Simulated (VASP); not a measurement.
# A VASP study of CO2 (PBEsol): structure first, properties next, part 2 of 7

Aim: relax CO2, then compute properties on the relaxed cell. The start is a computed cell from the Materials Project.

VASP 6.6.1; PBEsol; plane waves and PAW (C, O).

So far, gap on the k-mesh (eV): step 3 (full relaxation (PBEsol)) 7.54.

### 4. Second relaxation

The basis stayed that of the start cell while the cell moved. A rerun from the cell reached resets it; the error of the finite cutoff stays.

INCAR reads:

```
SYSTEM = CO2
PREC = Accurate
ENCUT = 520
EDIFF = 1E-06
NELM = 100
ISMEAR = 0
SIGMA = 0.05
LREAL = .FALSE.
ALGO = Normal
GGA = PS
NBANDS = 22
LORBIT = 11
LWAVE = .FALSE.
LCHARG = .FALSE.
KPAR = 4
IBRION = 2
NSW = 60
ISIF = 3
EDIFFG = -0.01
```

POSCAR reads:

```
CO2
1.0
   -1.9648110210      1.9648110210      2.9708075794
    1.9648110210     -1.9648110210      2.9708075794
    1.9648110210      1.9648110210     -2.9708075794
C O
2 4
Direct
    0.7500000000      0.2500000000      0.5000000000
    0.0000000000      0.0000000000      0.0000000000
    0.7080362586      0.1250000000      0.0830362586
    0.0419637414      0.6250000000      0.9169637414
    0.3750000000      0.2919637414      0.4169637414
    0.8750000000      0.9580362586      0.5830362586
```

KPOINTS reads:

```
Automatic mesh
0
Gamma
8 8 8
0 0 0
```

Potentials, in the order of the species: C and O (PBE family, release 64).

On the command line:

```bash
> mpirun -np 4 vasp_std
```

The program printed:

```text
[... set-up lines as in an earlier step ...]
 entering main loop
       N       E                     dE             d eps       ncg     rms          rms(c)
DAV:   1     0.164546734981E+03    0.16455E+03   -0.19027E+04  2596   0.145E+03
DAV:   2    -0.414680349808E+02   -0.20601E+03   -0.19981E+03  3436   0.320E+02
DAV:   3    -0.488609649842E+02   -0.73929E+01   -0.73626E+01  3304   0.628E+01
DAV:   4    -0.489304843824E+02   -0.69519E-01   -0.69434E-01  3184   0.680E+00
DAV:   5    -0.489315586453E+02   -0.10743E-02   -0.10740E-02  3292   0.816E-01    0.125E+01
DAV:   6    -0.461710640119E+02    0.27605E+01   -0.78495E+00  3190   0.217E+01    0.519E+00
DAV:   7    -0.461116472873E+02    0.59417E-01   -0.62977E-01  3142   0.602E+00    0.281E+00
DAV:   8    -0.460840026036E+02    0.27645E-01   -0.74531E-02  3082   0.254E+00    0.475E-01
DAV:   9    -0.460815261028E+02    0.24765E-02   -0.17848E-02  3190   0.108E+00    0.185E-01
DAV:  10    -0.460814825524E+02    0.43550E-04   -0.17316E-03  3142   0.348E-01    0.601E-02
DAV:  11    -0.460814528997E+02    0.29653E-04   -0.20427E-04  3226   0.108E-01    0.191E-02
DAV:  12    -0.460814577929E+02   -0.48931E-05   -0.15816E-05  3016   0.321E-02    0.455E-03
DAV:  13    -0.460814579135E+02   -0.12068E-06   -0.24893E-06  2622   0.118E-02
   1 F= -.46081458E+02 E0= -.46081458E+02  d E =-.460815E+02
 curvature:   0.00 expect dE= 0.000E+00 dE for cont linesearch  0.000E+00
 trial: gam= 0.00000 g(F)=  0.106E-04 g(S)=  0.298E-05 ort = 0.000E+00 (trialstep = 0.100E+01)
 search vector abs. value=  0.136E-04
 reached required accuracy - stopping structural energy minimisation
```

The job ended after 14 s (4 MPI ranks of AMD EPYC 9R14 (Zen 4), shared host; peak memory 0.65 GiB).

OUTCAR, selected parts (step 4):

```text
  LATTYP: Found a body centered tetragonal cell.
 ALAT       =     3.9296220420
 C/A-ratio  =     1.5120067771

 Found     59 irreducible k-points:

   dimension x,y,z NGX =    30 NGY =   30 NGZ =   30
   dimension x,y,z NGXF=    60 NGYF=   60 NGZF=   60

   ENCUT  =  520.0 eV  38.22 Ry    6.18 a.u.   7.56  7.56  7.56*2*pi/ulx,y,z

   NELECT =      32.0000    total number of electrons

 E-fermi :   2.5787

 k-point     1 :       0.0000    0.0000    0.0000
  band No.  band energies     occupation
    ...
     12       1.0762      2.00000
     13       1.0762      2.00000
     14       1.4377      2.00000
     15       1.4377      2.00000
     16       1.8961      2.00000
     17       9.8870      0.00000
     18      11.6635      0.00000
     19      11.6940      0.00000
     20      11.6940      0.00000
     21      14.6074      0.00000
    ...

 k-point     2 :       0.1250    0.0000   -0.0000
  band No.  band energies     occupation
    ...
     12       0.8839      2.00000
     13       1.1001      2.00000
     14       1.2699      2.00000
     15       1.4614      2.00000
     16       1.7783      2.00000
     17      10.0713      0.00000
     18      11.6682      0.00000
     19      11.6927      0.00000
     20      12.0120      0.00000
     21      14.4021      0.00000
    ...

  Total       -0.0133408     -0.0133408     -0.0038190      0.0000000      0.0000000      0.0000000
  in kB       -0.4659242     -0.4659242     -0.1333785      0.0000000      0.0000000      0.0000000
  external PRESSURE =      -0.3550757 kB  Pullay stress =       0.0000000 kB

 POSITION                                       TOTAL-FORCE (eV/Angst)
 -----------------------------------------------------------------------------------
      0.00000      1.96481      1.48540        -0.000000     -0.000000      0.000000
      0.00000      0.00000      0.00000        -0.000000     -0.000000     -0.000000
     -0.98241      1.30871      2.22811        -0.000000     -0.007412      0.000000
      2.94722      0.65610     -0.74270        -0.000000      0.007412      0.000000
      0.65610      0.98241      0.74270         0.007412     -0.000000      0.000000
      1.30871      0.98241      3.71351        -0.007412     -0.000000      0.000000
 -----------------------------------------------------------------------------------
    total drift:                                0.000003      0.000003      0.000004

  FREE ENERGIE OF THE ION-ELECTRON SYSTEM (eV)
  ---------------------------------------------------
  free  energy   TOTEN  =       -46.0814579135 eV

  energy  without entropy=      -46.0814579135  energy(sigma->0) =      -46.08145791

 total charge
# of ion       s       p       d       tot
------------------------------------------
    1        0.788   1.571   0.000   2.359
    2        0.788   1.571   0.000   2.359
    3        1.562   3.616   0.000   5.178
    4        1.562   3.616   0.000   5.178
    5        1.562   3.616   0.000   5.178
    6        1.562   3.616   0.000   5.178
--------------------------------------------------
tot          7.826  17.606   0.000  25.433

[... 5 parts as in an earlier step ...]

[... 7 further parts left out ...]
```

Little changed from the start: no atom moved by 0.005 Å and no cell edge by 0.1 %.

Numbers from this step:

```yaml
fermi_energy: 2.579 eV
pressure: -0.03551 GPa
scf_cycles_over_all_ionic_steps: 13
gap_on_the_k_mesh: 7.540 eV
least_direct_gap_on_the_k_mesh: 7.991 eV
```

It ends with a largest force of 0.007 eV/Å and a pressure of -0.04 GPa. The volume moved by under 0.01 %: the run met its threshold at the first step.

### 5. Single point with fields (PBEsol)

The relaxed cell gets a fresh self-consistent run, on a basis set for its own volume, to fix the density and to check the remaining stress.

Changes to INCAR since step 4:

```diff
@@ -13,7 +13,5 @@
 LWAVE = .FALSE.
-LCHARG = .FALSE.
-KPAR = 4
-IBRION = 2
-NSW = 60
-ISIF = 3
-EDIFFG = -0.01
+LCHARG = .TRUE.
+ISIF = 2
+LELF = .TRUE.
+LVHAR = .TRUE.
```

POSCAR is that of step 4.

KPOINTS is that of step 4.

On the command line:

```bash
> mpirun -np 4 vasp_std
```

The program printed:

```text
[banner, memory and clock lines left out]
running    4 mpi-ranks, on    1 nodes
 distrk:  each k-point on    4 cores,    1 groups
 distr:  one band on    1 cores,    4 groups

 POSCAR found type information on POSCAR C O
 POSCAR found :  2 types and       6 ions
 [... a notice as in an earlier step ...]

 LDA part: xc-table for (Slater+PW92), standard interpolation
|                                                                             |
|           W    W    AA    RRRRR   N    N  II  N    N   GGGG   !!!           |
|           W    W   A  A   R    R  NN   N  II  NN   N  G    G  !!!           |
|           W    W  A    A  R    R  N N  N  II  N N  N  G       !!!           |
|           W WW W  AAAAAA  RRRRR   N  N N  II  N  N N  G  GGG   !            |
|           WW  WW  A    A  R   R   N   NN  II  N   NN  G    G                |
|           W    W  A    A  R    R  N    N  II  N    N   GGGG   !!!           |
|                                                                             |
|     The number of bands has been changed from the values supplied in        |
|     The orbitals not found in the WAVECAR file will be initialized with     |
|     random numbers, which is usually adequate. For correlated               |
|     calculations, however, you should redo the groundstate calculation.     |
|     I found NBANDS = 22. Now, NBANDS = 24.                                  |
|                                                                             |

 POSCAR, INCAR and KPOINTS ok, starting setup
 FFT: planning ... GRIDC
 FFT: planning ... GRID_SOFT
 FFT: planning ... GRID
 WAVECAR not read
 entering main loop
       N       E                     dE             d eps       ncg     rms          rms(c)
DAV:   1     0.149912488173E+03    0.14991E+03   -0.18660E+04  2832   0.133E+03
DAV:   2    -0.414719113004E+02   -0.19138E+03   -0.18450E+03  3656   0.301E+02
DAV:   3    -0.488662888920E+02   -0.73944E+01   -0.73568E+01  3768   0.586E+01
DAV:   4    -0.489307788797E+02   -0.64490E-01   -0.64472E-01  3168   0.616E+00
DAV:   5    -0.489315685672E+02   -0.78969E-03   -0.78928E-03  3776   0.624E-01    0.125E+01
DAV:   6    -0.461673155632E+02    0.27643E+01   -0.62278E+00  3608   0.199E+01    0.517E+00
DAV:   7    -0.461121224140E+02    0.55193E-01   -0.66654E-01  3528   0.572E+00    0.283E+00
DAV:   8    -0.460848153056E+02    0.27307E-01   -0.71605E-02  3608   0.244E+00    0.509E-01
DAV:   9    -0.460815013370E+02    0.33140E-02   -0.16903E-02  3672   0.107E+00    0.189E-01
DAV:  10    -0.460814911904E+02    0.10147E-04   -0.19220E-03  3624   0.337E-01    0.649E-02
DAV:  11    -0.460814529364E+02    0.38254E-04   -0.19095E-04  3648   0.105E-01    0.199E-02
DAV:  12    -0.460814577602E+02   -0.48239E-05   -0.18040E-05  3464   0.318E-02    0.529E-03
DAV:  13    -0.460814579073E+02   -0.14710E-06   -0.26479E-06  3344   0.121E-02
   1 F= -.46081458E+02 E0= -.46081458E+02  d E =-.126098E-13
```

The job ended after 18 s (4 MPI ranks; peak memory 0.42 GiB; 60 s of CPU time).

OUTCAR, selected parts (step 5):

```text
   k-points           NKPTS =     59   k-points in BZ     NKDIM =     59   number of bands    NBANDS=     24

   NELECT =      32.0000    total number of electrons

 E-fermi :   2.5898

 k-point     1 :       0.0000    0.0000    0.0000
  band No.  band energies     occupation
    ...
     12       1.0762      2.00000
     13       1.0762      2.00000
     14       1.4377      2.00000
     15       1.4377      2.00000
     16       1.8961      2.00000
     17       9.8870      0.00000
     18      11.6635      0.00000
     19      11.6940      0.00000
     20      11.6940      0.00000
     21      14.6073      0.00000
    ...

  Total       -0.0131253     -0.0131253     -0.0033733      0.0000000      0.0000000      0.0000000
  in kB       -0.4583974     -0.4583974     -0.1178106      0.0000000      0.0000000      0.0000000
  external PRESSURE =      -0.3448684 kB  Pullay stress =       0.0000000 kB

 POSITION                                       TOTAL-FORCE (eV/Angst)
 -----------------------------------------------------------------------------------
      0.00000      1.96481      1.48540         0.000000     -0.000000      0.000000
      0.00000      0.00000      0.00000         0.000000     -0.000000     -0.000000
     -0.98241      1.30871      2.22811         0.000000     -0.007521     -0.000000
      2.94722      0.65610     -0.74270         0.000000      0.007521      0.000000
      0.65610      0.98241      0.74270         0.007521     -0.000000      0.000000
      1.30871      0.98241      3.71351        -0.007521     -0.000000     -0.000000
 -----------------------------------------------------------------------------------
    total drift:                                0.000003      0.000003      0.000004

  FREE ENERGIE OF THE ION-ELECTRON SYSTEM (eV)
  ---------------------------------------------------
  free  energy   TOTEN  =       -46.0814579073 eV

  energy  without entropy=      -46.0814579073  energy(sigma->0) =      -46.08145791

[... 13 parts as in an earlier step ...]

[... 3 further parts left out ...]
```

This step gave:

* SCF cycles: 13
* bands: 24
* Fermi energy: 2.590 eV
* pressure: -0.03449 GPa

Valence electrons inside each PAW sphere by angular momentum. Sphere charges, by row:

| atom | s (e) | p (e) | d (e) | tot (e) |
| --- | --- | --- | --- | --- |
| C1 | 0.788 | 1.571 | 0 | 2.359 |
| C2 | 0.788 | 1.571 | 0 | 2.359 |
| O3 | 1.562 | 3.616 | 0 | 5.178 |
| O4 | 1.562 | 3.616 | 0 | 5.178 |
| O5 | 1.562 | 3.616 | 0 | 5.178 |
| O6 | 1.562 | 3.616 | 0 | 5.178 |

Electrostatic potential energy in the ac plane of the conventional cell at fractional y = 0.000, with atoms of C within 0.2 Å of it. With pseudopotentials it is smooth inside the atoms' cores, unlike the true potential.

Ten even steps from '0' (-44 eV) to '9' (8 eV), each cell a mean:
```
10478899988620
13677888887652
67766765676677
88877400157788
99886114047899
99987113047899
99987400268999
99998766788999
99999888889999
99999999999999
99999999999999
99999999999999
99999999999999
99999999999999
99999999999999
99999999999999
99999999999999
88899999999988
45789999999874
01589999998730
50378999998611
```
Columns run along a (3.9 Å; values clipped at the 3rd and 97th percentile), rows up along c (5.9 Å), edges of the conventional cell, whose origin can differ from the input's. Atoms in or near the plane, at fractional coordinates: C at (0.50, 0.75), C at (0.00, 0.00).

ELF in the ac plane of the conventional cell at fractional y = 0.000, with atoms of C within 0.2 Å of it. It is the smooth field of the valence electrons, not physical close to the nuclei.

Ten even steps from '_' (0.01) to '@' (0.74), each cell a mean:
```
::**%%##**==....::++**%%%%++
**%%@@%%%%**==--++##%%@@@@##
++##%%%%@@@@##**%%@@%%%%%%**
::==**%%@@@@##++%%@@%%##**--
__::--++####--..++##**==--..
____..::==++--..==++--....__
______..--****++**++::______
____..::==++++++++==--::____
____..--==----::--==--::..__
______..::::......::::..____
____________________________
____________________________
____________________________
____________________________
____________________________
____....______________....__
..::----::________..::--::..
--====--::..______..--====--
****==--..________..::==++**
==++++::..__________..==++++
__==**--::..____....--++**::
```
Columns run along a (3.9 Å), rows up along c (5.9 Å), edges of the conventional cell, whose origin can differ from the input's. Atoms in or near the plane, at fractional coordinates: C at (0.50, 0.75), C at (0.00, 0.00).

Valence density in the ac plane of the conventional cell at fractional y = 0.000, with atoms of C within 0.2 Å of it. It is the smooth field of the valence electrons, not physical close to the nuclei.

Values in e/Å³, 21 rows by 14 columns, each cell a mean:
```
1.5 1.6 1.3 0.9 0.6 0.4 0.2 0.2 0.3 0.4 0.7 1.1 1.4 1.6
1.2 1.3 1.3 1.3 1.0 0.7 0.4 0.4 0.5 0.8 1.2 1.3 1.3 1.3
0.7 0.8 1.1 1.4 1.3 1.1 0.9 0.8 1.0 1.2 1.4 1.3 1.0 0.7
0.3 0.4 0.7 1.0 1.2 1.4 1.5 1.4 1.5 1.4 1.2 0.9 0.6 0.3
0.1 0.2 0.3 0.6 0.9 1.4 1.5 1.4 1.5 1.2 0.7 0.5 0.3 0.2
0.1 0.1 0.2 0.3 0.7 1.2 1.5 1.4 1.4 0.9 0.5 0.3 0.1 0.1
0.0 0.1 0.1 0.2 0.5 0.9 1.3 1.4 1.1 0.7 0.4 0.2 0.1 0.1
0.0 0.1 0.1 0.2 0.4 0.5 0.7 0.7 0.6 0.5 0.3 0.2 0.1 0.0
0.0 0.0 0.1 0.2 0.3 0.3 0.3 0.4 0.3 0.3 0.2 0.1 0.1 0.0
0.0 0.0 0.1 0.1 0.2 0.2 0.2 0.2 0.2 0.2 0.1 0.1 0.1 0.0
0.0 0.0 0.1 0.1 0.1 0.1 0.1 0.1 0.1 0.1 0.1 0.1 0.0 0.0
0.0 0.0 0.1 0.1 0.1 0.1 0.0 0.0 0.1 0.1 0.1 0.1 0.0 0.0
0.0 0.0 0.1 0.1 0.1 0.1 0.0 0.0 0.0 0.1 0.1 0.1 0.0 0.0
0.0 0.0 0.1 0.1 0.1 0.0 0.0 0.0 0.0 0.1 0.1 0.1 0.1 0.0
0.1 0.1 0.1 0.1 0.1 0.0 0.0 0.0 0.0 0.1 0.1 0.1 0.1 0.1
0.1 0.1 0.1 0.1 0.1 0.0 0.0 0.0 0.0 0.1 0.1 0.1 0.1 0.1
0.2 0.2 0.2 0.2 0.1 0.1 0.0 0.0 0.0 0.1 0.1 0.2 0.2 0.2
0.5 0.4 0.4 0.3 0.1 0.1 0.0 0.0 0.0 0.1 0.2 0.3 0.4 0.4
1.0 0.8 0.6 0.3 0.2 0.1 0.0 0.0 0.1 0.1 0.2 0.4 0.7 0.9
1.4 1.2 0.8 0.4 0.2 0.1 0.1 0.0 0.1 0.1 0.3 0.5 1.0 1.4
1.3 1.4 1.0 0.5 0.3 0.2 0.1 0.1 0.1 0.2 0.4 0.7 1.2 1.5
```
Columns run along a (3.9 Å), rows up along c (5.9 Å), edges of the conventional cell, whose origin can differ from the input's. Atoms in or near the plane, at fractional coordinates: C at (0.50, 0.75), C at (0.00, 0.00).

In this run the pressure is -0.03 GPa, small enough to go on; single stress components reach 0.05 GPa.

(Continued in part 3 of 7.)

[Lines on the potential files, build, host, timing and source positions are cut from VASP's logs without a mark.]

[Logs are printed without paths, hosts, clocks, repeated set-up lines and the standing remarks that a program may print on its own settings, such as how far it seeks lower states.]

[Hosts, paths, dates, database ids (printed as entryN), source tags and the programs' standing remarks are cut or masked in the printed files.]

[A measured line is paired with the nearest computed mode of its activity, which favours agreement.]

[In band tables of VASP the shares of atoms and orbitals are scaled to a sum of 1 inside the atoms' spheres.]
